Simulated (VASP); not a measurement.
A convergence study with VASP on HfN (space group no. 225 when undisturbed): a few settings are varied, all else stays as given below, so the limit is that of these other settings. One atom is moved off its site, so that forces are finite.

```yaml
crystal:
  lattice:
    - [0.00000, 2.24870, 2.24870]
    - [2.24870, 0.00000, 2.24870]
    - [2.24870, 2.24870, 0.00000]
  atoms:
    - { symbol: Hf, position: [0.01112, 0.01112, 0.98888] }
    - { symbol: N, position: [0.50000, 0.50000, 0.50000] }
```

Method: PBEsol GGA, VASP's PBE PAW potentials (set 64) (plane waves; VASP). The last row used: 400 eV cut-off, 18×18×18 Γ-centred mesh shifted by (0.5, 0.5, 0.5), Fermi-Dirac smearing of 0.10 eV, potentials Hf_pv N.

Unless said otherwise, spin-orbit coupling is left out, though it shifts the bands of the heavy elements here.

```
setting        E (eV/atom)  pressure (GPa)  largest force (eV/Å)  irreducible k-points
-------------  -----------  --------------  --------------------  --------------------
2×2×2 mesh      (withheld)      (withheld)            (withheld)                     3
3×3×3 mesh        -11.5867           -5.25                 0.587                    10
4×4×4 mesh        -11.4548           -3.53                 0.600                    20
5×5×5 mesh        -11.4892           -4.23                 0.614                    39
6×6×6 mesh        -11.4926           -4.30                 0.613                    63
7×7×7 mesh        -11.4830           -4.08                 0.616                   100
8×8×8 mesh        -11.4929           -4.31                 0.610                   144
9×9×9 mesh        -11.4859           -4.16                 0.608                   205
10×10×10 mesh   (withheld)      (withheld)                 0.614                   275
11×11×11 mesh     -11.4891           -4.24                 0.611                   366
12×12×12 mesh     -11.4879           -4.19                 0.613                   468
13×13×13 mesh     -11.4897           -4.24                 0.613                   595
15×15×15 mesh     -11.4889           -4.22                 0.613                   904
16×16×16 mesh     -11.4888           -4.22                 0.612                  1088
18×18×18 mesh     -11.4890           -4.22                 0.613                  1539
```

**Question.** What belongs in the gaps?

**Answer.** 
- 2×2×2 mesh, E (eV/atom): -11.3904
- 2×2×2 mesh, pressure (GPa): -2.07
- 2×2×2 mesh, largest force (eV/Å): 0.637
- 10×10×10 mesh, E (eV/atom): -11.4893
- 10×10×10 mesh, pressure (GPa): -4.21

Left out are rungs that failed or repeat a setting and relaxations that didn't move; long series are thinned to 24 rows.

The structure is a typed HfN crystal (space group no. 225). The cell was not relaxed at this level, it is distorted from the ideal structure. The electron count is odd and the run is not spin-polarised, which forces a metal.
